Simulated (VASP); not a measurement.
VASP ran on this input.

INCAR:
```
SYSTEM = RuAl
PREC = Accurate
ENCUT = 400
EDIFF = 1E-6
NELM = 100
ALGO = All
LREAL = .FALSE.
LASPH = .TRUE.
ISMEAR = 1
SIGMA = 0.1
GGA = PE
LMAXMIX = 4
LWAVE = .FALSE.
LCHARG = .FALSE.
ISIF = 2
```

File KPOINTS:
```
kpoints
0
gamma
  11 11 11
0 0 0
```

POSCAR:
```
RuAl
1.0
  2.9900000000   0.0000000000   0.0000000000
  0.0000000000   2.9900000000   0.0000000000
  0.0000000000   0.0000000000   2.9900000000
Al Ru
1 1
Cartesian
  1.4950000000   1.4950000000   1.4950000000
  0.0000000000   0.0000000000   0.0000000000
```

POTCAR, in this order: Al Ru_pv (PBE.64 set). Program: vasp_std.

Question: Write an equivalent input for Ansatz.

Answer: One equivalent input (not run):
Ansatz 0.2 input:
```yaml
crystal:
  lattice:
    - [2.9900000, 0.0000000, 0.0000000]
    - [0.0000000, 2.9900000, 0.0000000]
    - [0.0000000, 0.0000000, 2.9900000]
  atoms:
    - { symbol: Al, position: [0.5000000, 0.5000000, 0.5000000] }
    - { symbol: Ru, position: [0.0000000, 0.0000000, 0.0000000] }
kpoints:
  mp_grid: { grid: [11, 11, 11] }
hamiltonian:
  xc: pbe
  pseudopotentials: { kind: paw }
scf:
  occupations: { method: methfessel_paxton, width: 0.1 }
  max_iter: 100
output: { forces: true, stress: true, eigenvalues: true }
```
Limits of the translation: each code has its own PAW files, so the cut-off isn't converted (ENCUT is set for VASP's; basis.ecutwfc is left out, and Ansatz then takes the one that its files recommend); Ansatz stops its SCF on the density residual and VASP on the energy change (EDIFF).

The compound is RuAl in the CsCl type structure. The cell was not relaxed at this level. The run is one of a series of settings (ALGO = All against the base run), some of them coarse on purpose.
